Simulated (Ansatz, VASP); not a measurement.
# CoSi2: VASP beside Ansatz, part 2 of 2

One calculation is typed for both programs; each brings its own data sets and cutoff. How far apart do they land? The cell is taken from a series of VASP runs on this material, whose earlier steps may have relaxed, scaled or displaced it; both programs get it as it stands.

VASP 6.6.1 and Ansatz 0.2.0.

So far: Starting point; VASP: relaxation of cell and atoms, r2SCAN with rVV10.

### Step 3. Ansatz: relaxation of cell and atoms, r2SCAN with rVV10

Level of this step: Ansatz beside VASP: Kohn-Sham DFT, plane waves, r2SCAN with rVV10 (Ansatz).

Ansatz runs on its default PAW (the set named soft_2) files.

The same cell, functional, mesh and smearing now go to Ansatz, which takes its cutoff from its data sets.

input.yaml reads:

```yaml
crystal:
  lattice:
    - [0.0, 2.6536910071, 2.6536910071]
    - [2.6536910071, 0.0, 2.6536910071]
    - [2.6536910071, 2.6536910071, 0.0]
  atoms:
    - { symbol: Co, position: [0.0, 0.0, 0.0] }
    - { symbol: Si, position: [0.75, 0.75, 0.75] }
    - { symbol: Si, position: [0.25, 0.25, 0.25] }
hamiltonian:
  xc: r2scan
  pseudopotentials: { kind: paw }
  dispersion: rvv10
magnetization:
  spin_polarized: true
kpoints:
  mp_grid: { grid: [12, 12, 12] }
scf:
  occupations: { method: gaussian, width: 0.05 }
relax:
  f_tol: 0.01
  max_steps: 60
  cell: { stress_tol: 0.05 }
output:
  forces: true
  stress: true
  write_density: true
  write_potential: true
  elf: true
  volumetric_format: npy
```

The run is started by

```sh
$ ansatz run input.yaml --threads 4 --pin off --max-ram 9216MiB --backend cpu --events-out ev --progress --plain --runs-dir out
```

Numbers of over 12 decimals in the logs are rounded to 6 here.

The log of the run:

```text
band count auto-derived: 18 (N_el = 25.0; filled up to band 13; 17 by the electrons, moments and atoms)
Engine: ansatz 0.2.0, aarch64-unknown-linux-gnu
Pseudopotentials: kind: paw
Pseudopotential: Co, paw, valence charge 17, recommended cutoff 500 eV (meta_gga), Co.paw.azcp
Pseudopotential: Si, paw, valence charge 4, recommended cutoff 500 eV (meta_gga), Si.paw.azcp
Functional definition: r2SCAN+rVV10
  parameter k0 = 0.174
  parameter k1 = 0.065
  parameter a1 = 4.9479
  exchange = r2scan_x(k0 = k0, k1 = k1, a1 = a1)
  correlation = r2scan_c + rvv10(11.95, 0.0093)
Crystal: 3 atoms, lattice volume = 37.375 Å³
Basis set: ecut = 500 eV, 941 PW (Γ), exchange–correlation on 128×128×128 points (64 copies of the dense FFT grid, shifted against one another)
Bands: 18, of which v1, the nominal top of the filled ones, is band 13 counted from 1 (12 counted from 0)
Symmetry: 48 space group operations
Space group: Fm-3m (ITA 225), of the structure as read, at distance tolerance 3.3e-5 Å
k-points: 72 of 1728
Non-local potential: Co, projectors of the file, l = 0: 3, l = 1: 2, l = 2: 3, l = 3: 1
Non-local potential: Si, projectors of the file, l = 0: 2, l = 1: 2, l = 2: 2
PAW form: soft (Blöchl's): semilocal exchange-correlation on the pseudo side does not see the compensation charge
rVV10 density: all electrons in the spheres
PAW frozen core: Co, regenerated for the run's functional (the file was generated under x = pbe(κ = 0.804, μ = 0.219515), c = pbe(β = 0.066725))
PAW frozen core: Si, regenerated for the run's functional (the file was generated under x = pbe(κ = 0.804, μ = 0.219515), c = pbe(β = 0.066725))
PAW one-centre angular grid: Co, 590 points (default); XC on 160 Gauss nodes
PAW one-centre angular grid: Si, 302 points (default); XC on 160 Gauss nodes
Initial density: superposition of atomic densities (chi_scale 0.1, normalization cell, long waves kept (reshape's long-wave potential 0.00 eV rms))
Initial wavefunctions: pseudopotential atomic-orbital guess
Functional: x = r2scan, c = r2scan + rvv10(b = 11.95, C = 0.0093); τ floored in thin density (d = 2e-4 eV/Å³)
SCF iter   1: F=—  HF=-6410.150053 eV  |F-HF|=—  |Δ(HF+E_count)|=         —  Δρ=7.45e-2 (↑7.45e-2 ↓7.45e-2)  dr2=9.12e0  dr2_τ=4.18e-2  dr2_m=0.00e0  M=0.000 μB ∫|m|=0.000 μB  β_m=0.30  ethr=3.10e-3  ⟨swp⟩=6.2  Hψ=7051  notcnv=0
preconditioner: auto → none  [insulator: Δε(μ)=0.091 eV  Ē_g=10.250 eV  σ=0.050 eV  W_gap=0.77  n_scr=14 (ndim 8)  ℏωp=25.0 eV  f_vac=0.000  D(μ)=0.70/eV (n_scr^D=0)  ε∞_Penn≈7.0]
SCF iter   2: F=—  HF=-6411.005865 eV  |F-HF|=—  |Δ(HF+E_count)|=   8.56e-1  Δρ=1.40e-1 (↑1.40e-1 ↓1.40e-1)  dr2=1.87e1  dr2_τ=3.58e-2  dr2_m=0.00e0  M=0.000 μB ∫|m|=0.000 μB  β_m=0.16  ethr=3.10e-3  ⟨swp⟩=3.0  Hψ=3381  notcnv=0  defer=99
preconditioner: auto → Kerker (q_TF=auto, 2.551 Å⁻¹)  [metal: Δε(μ)=0.017 eV  Ē_g=9.441 eV  σ=0.050 eV  W_gap=0.19  n_scr=14 (ndim 8)  ℏωp=25.0 eV  f_vac=0.000  D(μ)=1.26/eV (n_scr^D=14)]
spin=Collinear: Kerker preconditioning applied to the charge; magnetization (m = ρ↑ − ρ↓) channel mixes plain (no charge-response kernel on spin).
SCF iter   3: F=—  HF=-6409.263705 eV  |F-HF|=—  |Δ(HF+E_count)|=    1.74e0  Δρ=4.27e-2 (↑4.27e-2 ↓4.27e-2)  dr2=1.42e0  dr2_τ=6.76e-2  dr2_m=0.00e0  M=0.000 μB ∫|m|=0.000 μB  β_m=0.25  ethr=3.10e-3  ⟨swp⟩=3.3  Hψ=3075  notcnv=0  defer=94
SCF iter   4: F=—  HF=-6408.169032 eV  |F-HF|=—  |Δ(HF+E_count)|=    1.09e0  Δρ=6.57e-2 (↑3.50e-2 ↓6.57e-2)  dr2=3.57e-1  dr2_τ=1.55e-2  dr2_m=8.24e-1  M=1.213 μB ∫|m|=1.213 μB  ethr=3.10e-3  ⟨swp⟩=3.0  Hψ=2980  notcnv=0  defer=94
Mixer restart at iter 4: flushing history
SCF iter   5: F=—  HF=-6408.961241 eV  |F-HF|=—  |Δ(HF+E_count)|=         —  Δρ=4.45e-2 (↑4.45e-2 ↓2.12e-2)  dr2=2.65e-1  dr2_τ=8.82e-3  dr2_m=3.18e-1  M=0.264 μB ∫|m|=0.298 μB  β_m=0.54  ethr=1.43e-3  ⟨swp⟩=3.6  Hψ=6358  notcnv=0  defer=150
SCF iter   6: F=—  HF=-6409.088281 eV  |F-HF|=—  |Δ(HF+E_count)|=   1.27e-1  Δρ=3.95e-2 (↑8.63e-3 ↓3.95e-2)  dr2=4.28e-1  dr2_τ=4.25e-3  dr2_m=1.55e-1  M=0.142 μB ∫|m|=0.169 μB  β_m=0.64  ethr=1.06e-3  ⟨swp⟩=2.4  Hψ=4918  notcnv=0  defer=193
SCF iter   7: F=—  HF=-6409.218502 eV  |F-HF|=—  |Δ(HF+E_count)|=   1.30e-1  Δρ=4.57e-2 (↑4.57e-2 ↓2.78e-2)  dr2=1.24e0  dr2_τ=3.07e-3  dr2_m=3.25e-2  M=0.128 μB ∫|m|=0.153 μB  β_m=0.36  ethr=1.06e-3  ⟨swp⟩=2.8  Hψ=5554  notcnv=0  defer=192
SCF iter   8: F=—  HF=-6409.093857 eV  |F-HF|=—  |Δ(HF+E_count)|=   1.25e-1  Δρ=6.35e-3 (↑2.83e-3 ↓6.35e-3)  dr2=1.24e-2  dr2_τ=3.81e-4  dr2_m=6.25e-3  M=0.041 μB ∫|m|=0.073 μB  β_m=0.65  ethr=1.06e-3  ⟨swp⟩=2.5  Hψ=5102  notcnv=0  defer=190
SCF iter   9: F=—  HF=-6409.094157 eV  |F-HF|=—  |Δ(HF+E_count)|=   2.99e-4  Δρ=2.57e-3 (↑2.57e-3 ↓9.64e-4)  dr2=1.26e-3  dr2_τ=2.53e-5  dr2_m=9.08e-4  M=0.019 μB ∫|m|=0.031 μB  β_m=0.76  ethr=4.97e-5  ⟨swp⟩=2.2  Hψ=3860  notcnv=0  defer=193
SCF iter  10: F=—  HF=-6409.094770 eV  |F-HF|=—  |Δ(HF+E_count)|=   6.13e-4  Δρ=1.72e-3 (↑1.72e-3 ↓8.63e-4)  dr2=1.77e-3  dr2_τ=4.58e-6  dr2_m=6.89e-5  M=0.003 μB ∫|m|=0.012 μB  β_m=0.88  ethr=5.05e-6  ⟨swp⟩=1.9  Hψ=3239  notcnv=0  defer=193
Mixer restart at iter 10: flushing history
[...]
rVV10 density: all electrons in the spheres
Initial density: read from a saved state, or passed on in memory by an earlier SCF of this step, an earlier step, the calling program or the single point that the run made first
Stability of the state it starts from, as read at its close in the collinear treatment: not read negative (Ritz values of 1 − χ₀K, real part plus size of imaginary part, from 0.86 to 3.8, by its mixing steps under the symmetry group of the SCF that read it); nothing settles its magnetic order
iter 1 solved again at ethr=7.90e-7 eV; its pass at ethr=3.10e-3 eV (dr2=1.97e-4 eV) is discarded
SCF iter   1: F=—  HF=-6409.094705 eV  |F-HF|=—  |Δ(HF+E_count)|=         —  Δρ=3.07e-6 (↑3.07e-6 ↓3.07e-6)  dr2=9.96e-9  dr2_τ=2.21e-11  dr2_m=0.00e0  M=0.000 μB ∫|m|=0.000 μB  β_m=0.30  ethr=7.90e-7  ⟨swp⟩=3.0  Hψ=10065  notcnv=0
eigensolver tolerance schedule: the retry pair's looser diagonalisation over-reported the residual by 19829.65 of it (diagonalisation noise at an unbounded share of the residual, at the tolerance the schedule requests for it); recorded, not acted on — ethr = c·dr2/N_el stays at c = 1.0e-1
preconditioner: auto → Kerker (q_TF=auto, 2.551 Å⁻¹)  [metal: Δε(μ)=0.030 eV  Ē_g=9.606 eV  σ=0.050 eV  W_gap=0.33  n_scr=14 (ndim 8)  ℏωp=25.0 eV  f_vac=0.000  D(μ)=1.31/eV (n_scr^D=14)]
spin=Collinear: Kerker preconditioning applied to the charge; magnetization (m = ρ↑ − ρ↓) channel mixes plain (no charge-response kernel on spin).
SCF iter   2: F=—  HF=-6409.094706 eV  |F-HF|=—  |Δ(HF+E_count)|=   1.62e-6  Δρ=1.25e-6 (↑1.25e-6 ↓1.25e-6)  dr2=2.41e-9  dr2_τ=3.59e-11  dr2_m=0.00e0  M=0.000 μB ∫|m|=0.000 μB  β_m=0.30  ethr=3.98e-11  ⟨swp⟩=8.8  Hψ=7269  notcnv=0
SCF iter   3: F=-6409.094706 eV  HF=-6409.094706 eV  |F-HF|=2.04e-10  |Δ(HF+E_count)|=  1.32e-10  Δρ=1.03e-6 (↑1.03e-6 ↓1.03e-6)  dr2=1.70e-9  dr2_τ=6.37e-12  dr2_m=0.00e0  M=0.000 μB ∫|m|=0.000 μB  ethr=9.64e-12  ⟨swp⟩=5.1  Hψ=5962  notcnv=0
SCF 2 converged in 3 iterations: F = -6409.094706 eV  dr2 = 1.70e-9
relax step   1: F+E_penalty+E_count = -6409.09470629 eV  Δ(F+E_penalty+E_count) = +0.000e0 eV  max|allowed force component| = 2.159e-17 eV/Å  Δτ_max = 0.0000 Å  P = -0.081 GPa  Ω = 37.375 Å³  (3 SCF iters, dr2 threshold 1.00e-7 eV, accepted)
[...]
relax step   2: F+E_penalty+E_count = -6409.09471217 eV  Δ(F+E_penalty+E_count) = -5.878e-6 eV  max|allowed force component| = 2.544e-16 eV/Å  Δτ_max = 0.0000 Å  P = -0.034 GPa  Ω = 37.366 Å³  energy of the carried Pulay correction = +2.662e-6 eV  (5 SCF iters, dr2 threshold 1.66e-8 eV, accepted)
[...]
relax step   3: F+E_penalty+E_count = -6409.09471006 eV  Δ(F+E_penalty+E_count) = +2.110e-6 eV  max|allowed force component| = 2.328e-16 eV/Å  Δτ_max = 0.0000 Å  P = -0.034 GPa  Ω = 37.366 Å³  stress off target by 3.37e-2 GPa  SCF on the basis re-selected at this cell (its energy is not comparable with the rows above)  (6 SCF iters)
basis re-selected at this cell: Δ(F+E_penalty+E_count) = +2.110e-6 eV, ΔP = +0.000 GPa vs the last step (what re-selecting the basis moved, of the pressure what is left beyond the Pulay correction that the steps carried, after the strain that the cell walked since its last selection, with what the two solves' SCF thresholds leave and, on support functions, any second-order correction that the steps lacked; it is no m [...]
SCF converged after 6 iterations
Magnetization: 0.0000 μB (12.5000 up, 12.5000 down)
Absolute magnetization: 0.0000 μB (∫|ρ↑−ρ↓|)
Spin contamination: 0.0000 ħ² per cell (⟨S²⟩ above its minimum at these occupations)
Per-site moments (μB) at R_I (Å): [(0.0, 0.947917), (0.0, 0.947917), (0.0, 0.947917)]
Free energy (F): -6409.094710 eV
Harris-Foulkes:  -6409.094710 eV  (|F-HF|=8.19e-12)
Internal energy: -6409.093073 eV  (E = F + TS)
E sigma→0 (E₀):  -6409.093891 eV
Entropy (-TS):   -0.001637 eV (-0.546 meV/atom)
Fermi energy:    13.204975 eV
--- Per-component energies (eV) ---
  E_band       = -299.387725
  E_kinetic    = 550.865705
  E_local      = -4068.270866  (includes V_loc(G=0)·N_el)
  E_nonlocal   = 501.499169
  E_hartree    = 1775.555955
  E_xc         = -264.384571
  E_vxc        = -338.330493  (∫ρ·V_xc dr)
  E_paw        = -2563.998721  (= ΣΔE_a)
  E_vpaw       = -515.944170  (= ΣTr[D̂ρ^β])
  E_aug_tail   = 0.000043  (compensation charges beyond the density's cutoff)
  E_vtau       = 19.681231  (kinetic-family band-sum trace: ∫τ·v_τ [+ j·A + Jᵃ·Aᵃ] dr)
  E_ewald      = -2339.911714
  E_core_change = -0.448072  (= ΣΔE_core)
  E_smearing   = -0.001637  (= −TS)
  E_closure    = 0.000000  (closes the sum)
  Σ components = -6409.094710   (vs F -6409.094710, Δ=0.00e0)
--- Forces (eV/Å), atoms counted from 1 ---
  atom   1  Co    -0.00000000     0.00000000    -0.00000000
  atom   2  Si    -0.00000000    -0.00000000    -0.00000000
  atom   3  Si     0.00000000     0.00000000     0.00000000
  max |Σ_I F_I| component: 3.70e-17 eV/Å
--- Stress (GPa, compression-positive) ---
       -0.033701      -0.000000      -0.000000
       -0.000000      -0.033701      -0.000000
        0.000000      -0.000000      -0.033701
  P = ⅓ Tr σ = -0.0337 GPa (-0.337 kbar)
--- Band table (eV; the first three rows and the last of 144) ---
  k-point 0 ↑: bands = [... 9 lower, 11.1201, 14.7732, 16.7945, 16.7945, 16.7945, 17.0016, 17.0016, 17.0016, ... 1 higher]
  k-point 1 ↑: bands = [... 9 lower, 11.0863, 14.6781, 15.5138, 16.0896, 16.0896, 17.7390, 17.7390, 18.5682, ... 1 higher]
  k-point 2 ↑: bands = [... 9 lower, 11.0132, 13.4925, 15.3051, 15.3051, 15.6764, 17.9426, 17.9426, 18.8509, ... 1 higher]
  k-point 71 ↓: bands = [... 9 lower, 10.7897, 11.1966, 11.6311, 12.4677, 17.2887, 17.2887, 19.4624, 20.3347, ... 1 higher]
--- Relaxed structure (2 steps of the walk, 2 accepted, 1 SCFs on fresh bases) ---
  F+E_penalty+E_count = -6409.09471006 eV   max|allowed force component| = 2.328e-16 eV/Å   (the final SCF, on the basis selected at the relaxed cell)
  cell:  # Å, volume = 37.3660 Å³
    - [0, 2.653479, 2.653479]
    - [2.653479, 0, 2.653479]
    - [2.653479, 2.653479, 0]
  atoms:
    - { symbol: Co, position: [0, 0, 0] }
    - { symbol: Si, position: [0.750000, 0.750000, 0.750000] }
    - { symbol: Si, position: [0.250000, 0.250000, 0.250000] }
```

It took 10 s on 4 threads of Arm Neoverse V2, shared host; peak memory 0.59 GiB; 37 s of CPU time.

### Step 4. Differences

Known differences besides the potentials themselves: VASP keeps PBE cores, Ansatz makes them for the functional; both relaxations stop at a tolerance, which leaves soft axes loose, and VASP keeps its plane-wave basis; the data sets hold 25 valence electrons in Ansatz (default PAW (the set named soft_2) files) and 17 in VASP; the cutoff is 500 eV in Ansatz and 450 eV in VASP; Ansatz adds a Pulay correction to the stress that steers its cell, VASP none. Total energies have different zeros and are not compared.

The two programs side by side:

| quantity | Ansatz | VASP | difference |
| --- | --- | --- | --- |
| volume (Å³) | 37.37 | 37.35 | +0.04 % |
| edge a after relaxation, in the typed setting (Å) | 3.753 | 3.752 | +0.02 % |

The walks stopped with -0.03 GPa left in Ansatz and 0.03 GPa in VASP; each walk ends within a tolerance, so the volume difference is uncertain by about these residues over the bulk modulus, most in soft cells.

### Step 5. Summary of results

```
difference in volume (relaxation of cell and atoms, r2SCAN with rVV10) : 0.045 %
```

The difference in volume is 0.045 % (relaxation of cell and atoms, r2SCAN with rVV10), within the 1.2 % picked in this series as the mark of a large difference, as far as the stopping tolerances let one tell. How closely two codes agree says nothing of how well the functional describes the real material.

[Lines on the potential files, build, host, timing and source positions are cut from VASP's logs without a mark.]

[Logs are printed without paths, hosts, clocks, repeated set-up lines and the standing remarks that a program may print on its own settings, such as how far it seeks lower states.]

[Hosts, paths, dates, database ids (printed as entryN), source tags and the programs' standing remarks are cut or masked in the printed files.]
